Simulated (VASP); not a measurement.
Calculation: r2SCAN meta-GGA, VASP's PBE PAW potentials (set 64) (plane waves; VASP).

VASP input:

POSCAR:
```
Os
1
    1.3427010520    -2.3256260919     0.0000000000
    1.3427010520     2.3256260919     0.0000000000
    0.0000000000     0.0000000000     4.2289403108
Os
2
Direct
  0.3333330000   0.6666670000   0.2500000000
  0.6666670000   0.3333330000   0.7500000000
```

### INCAR
```
ALGO  =  Normal
EDIFF  =  1E-7
EDIFFG  =  -0.01
ENCUT  =  520
IBRION  =  2
ISIF  =  4
ISMEAR  =  1
LASPH  =  .True.
LCHARG  =  .False.
LMAXMIX  =  6
LMIXTAU  =  .True.
LREAL  =  .False.
LWAVE  =  .False.
METAGGA  =  R2SCAN
NELM  =  100
NSW  =  30
PREC  =  Accurate
SIGMA  =  0.1
SYSTEM  =  Os
```

KPOINTS:
```
K-points
0
Gamma
  15 15 9
```

POTCAR, in this order: Os (PBE.64 set). Program: vasp_std.

What VASP printed:

File OSZICAR:
```
       N       E                     dE             d eps       ncg     rms          rms(c)
DAV:   1     0.323253589840E+02    0.32325E+02   -0.81124E+03  3240   0.135E+03
DAV:   2    -0.100437020414E+03   -0.13276E+03   -0.12064E+03  3408   0.426E+02
DAV:   3    -0.108118788550E+03   -0.76818E+01   -0.71633E+01  3948   0.856E+01
DAV:   4    -0.108287552466E+03   -0.16876E+00   -0.16750E+00  3384   0.131E+01
DAV:   5    -0.108289405589E+03   -0.18531E-02   -0.18522E-02  3816   0.113E+00    0.255E+01
DAV:   6    -0.106126192167E+03    0.21632E+01   -0.53772E-01  3376   0.716E+00    0.138E+01
DAV:   7    -0.104974388096E+03    0.11518E+01   -0.22362E+00  3600   0.139E+01    0.302E+00
DAV:   8    -0.105790135403E+03   -0.81575E+00   -0.45407E-01  3520   0.644E+00    0.455E-01
DAV:   9    -0.105856528131E+03   -0.66393E-01   -0.31772E-02  3524   0.177E+00    0.517E-01
DAV:  10    -0.105856259148E+03    0.26898E-03   -0.15307E-03  3608   0.398E-01    0.276E-01
DAV:  11    -0.105857163365E+03   -0.90422E-03   -0.13730E-03  3408   0.305E-01    0.510E-02
DAV:  12    -0.105857216493E+03   -0.53127E-04   -0.80121E-05  3312   0.969E-02    0.110E-02
DAV:  13    -0.105857229848E+03   -0.13356E-04   -0.27876E-06  3748   0.201E-02    0.819E-03
DAV:  14    -0.105857211806E+03    0.18042E-04   -0.20509E-06  3352   0.159E-02    0.141E-03
DAV:  15    -0.105857222964E+03   -0.11158E-04   -0.26013E-07  2772   0.621E-03    0.992E-04
DAV:  16    -0.105857219451E+03    0.35130E-05   -0.64938E-08  1676   0.366E-03    0.691E-04
DAV:  17    -0.105857220839E+03   -0.13881E-05   -0.25720E-08  1672   0.237E-03    0.117E-03
DAV:  18    -0.105857220149E+03    0.69038E-06   -0.82748E-09  1660   0.151E-03    0.137E-04
DAV:  19    -0.105857220116E+03    0.32659E-07   -0.16481E-09  1656   0.467E-04
   1 F= -.10585722E+03 E0= -.10585750E+03  d E =-.105857E+03
       N       E                     dE             d eps       ncg     rms          rms(c)
DAV:   1    -0.105862994226E+03   -0.57741E-02   -0.12277E+00  3308   0.100E+01    0.550E-01
DAV:   2    -0.105851696909E+03    0.11297E-01   -0.13770E-02  3896   0.163E+00    0.292E-01
DAV:   3    -0.105849984817E+03    0.17121E-02   -0.39274E-03  3332   0.601E-01    0.520E-02
DAV:   4    -0.105850747996E+03   -0.76318E-03   -0.86940E-04  3472   0.294E-01    0.380E-02
DAV:   5    -0.105851023164E+03   -0.27517E-03   -0.24548E-04  3368   0.214E-01    0.169E-02
DAV:   6    -0.105851105431E+03   -0.82268E-04   -0.14566E-05  3680   0.538E-02    0.426E-03
DAV:   7    -0.105851075344E+03    0.30088E-04   -0.43212E-06  3612   0.279E-02    0.280E-03
DAV:   8    -0.105851089468E+03   -0.14125E-04   -0.46742E-07  3496   0.769E-03    0.114E-03
DAV:   9    -0.105851082850E+03    0.66187E-05   -0.11396E-07  1804   0.339E-03    0.323E-04
DAV:  10    -0.105851087165E+03   -0.43155E-05   -0.19202E-08  1640   0.191E-03    0.147E-04
DAV:  11    -0.105851086982E+03    0.18307E-06   -0.33064E-09  1640   0.822E-04    0.718E-05
DAV:  12    -0.105851087449E+03   -0.46706E-06   -0.85235E-10  1640   0.400E-04    0.668E-05
DAV:  13    -0.105851086979E+03    0.46973E-06   -0.27411E-10  1636   0.237E-04    0.142E-05
DAV:  14    -0.105851087153E+03   -0.17336E-06   -0.37718E-11  1640   0.775E-05    0.148E-05
DAV:  15    -0.105851087064E+03    0.88366E-07   -0.18137E-11  1636   0.501E-05
   2 F= -.10585109E+03 E0= -.10585111E+03  d E =0.613305E-02
       N       E                     dE             d eps       ncg     rms          rms(c)
DAV:   1    -0.105864383426E+03   -0.13296E-01   -0.59935E-01  3292   0.704E+00    0.382E-01
DAV:   2    -0.105858886827E+03    0.54966E-02   -0.66224E-03  3888   0.113E+00    0.204E-01
DAV:   3    -0.105858255596E+03    0.63123E-03   -0.19258E-03  3324   0.422E-01    0.355E-02
DAV:   4    -0.105858488510E+03   -0.23291E-03   -0.40387E-04  3476   0.199E-01    0.261E-02
DAV:   5    -0.105858707419E+03   -0.21891E-03   -0.12499E-04  3384   0.151E-01    0.136E-02
DAV:   6    -0.105858689674E+03    0.17746E-04   -0.86954E-06  3616   0.419E-02    0.302E-03
DAV:   7    -0.105858719994E+03   -0.30320E-04   -0.22220E-06  3596   0.199E-02    0.243E-03
DAV:   8    -0.105858709834E+03    0.10159E-04   -0.29868E-07  3268   0.631E-03    0.105E-03
DAV:   9    -0.105858714869E+03   -0.50349E-05   -0.64291E-08  1640   0.261E-03    0.232E-04
DAV:  10    -0.105858711103E+03    0.37666E-05   -0.13374E-08  1644   0.158E-03    0.135E-04
DAV:  11    -0.105858711386E+03   -0.28366E-06   -0.18801E-09  1640   0.647E-04    0.952E-05
DAV:  12    -0.105858711624E+03   -0.23763E-06   -0.56749E-10  1644   0.265E-04    0.524E-05
DAV:  13    -0.105858711663E+03   -0.38950E-07   -0.11633E-10  1640   0.146E-04
   3 F= -.10585871E+03 E0= -.10585896E+03  d E =-.149155E-02
```

File OUTCAR:
```
------------------------ aborting loop because EDIFF is reached ----------------------------------------
  FORCE on cell =-STRESS in cart. coord.  units (eV):
  Direction    XX          YY          ZZ          XY          YZ          ZX
  --------------------------------------------------------------------------------------
  Total        5.1264794      5.1264778      5.1246998      0.0000000     -0.0000000      0.0000000
  in kB      310.9918646    310.9917644    310.8839055      0.0000000     -0.0000000      0.0000000
  external PRESSURE =     310.9558448 kB  Pullay stress =       0.0000000 kB
  volume of cell :       26.41
      direct lattice vectors                 reciprocal lattice vectors
     1.340141547 -2.321192876 -0.000000000     0.373094917 -0.215406486 -0.000000000
     1.340141547  2.321192876 -0.000000000     0.373094917  0.215406486  0.000000000
     0.000000000 -0.000000000  4.245109288     0.000000000  0.000000000  0.235565196
 POSITION                                       TOTAL-FORCE (eV/Angst)
 -----------------------------------------------------------------------------------
      1.34014      0.77373      1.06128        -0.000000     -0.000000      0.000000
      1.34014     -0.77373      3.18383         0.000000      0.000000      0.000000
 -----------------------------------------------------------------------------------
    total drift:                               -0.000000      0.000018     -0.000020
  FREE ENERGIE OF THE ION-ELECTRON SYSTEM (eV)
  ---------------------------------------------------
  free  energy   TOTEN  =      -105.8587116630 eV

  energy  without entropy=     -105.8594507107  energy(sigma->0) =     -105.85895801

 reached required accuracy - stopping structural energy minimisation
```
(Selected blocks of OUTCAR.)

File CONTCAR:
```
Os
   1.00000000000000
     1.3401415474246945   -2.3211928756885709   -0.0000000000000000
     1.3401415474246945    2.3211928756885709   -0.0000000000000000
     0.0000000000000000   -0.0000000000000000    4.2451092876747989
  Os
     2
Direct
     0.3333330000000032    0.6666669999999968    0.2500000000000000
     0.6666669999999968    0.3333330000000032    0.7500000000000000
```

The compound is Os in the hcp structure. This cell is one point of a volume scan, at 0.94 of the reference volume. Symmetry was kept, so distortions that lower it aren't found.
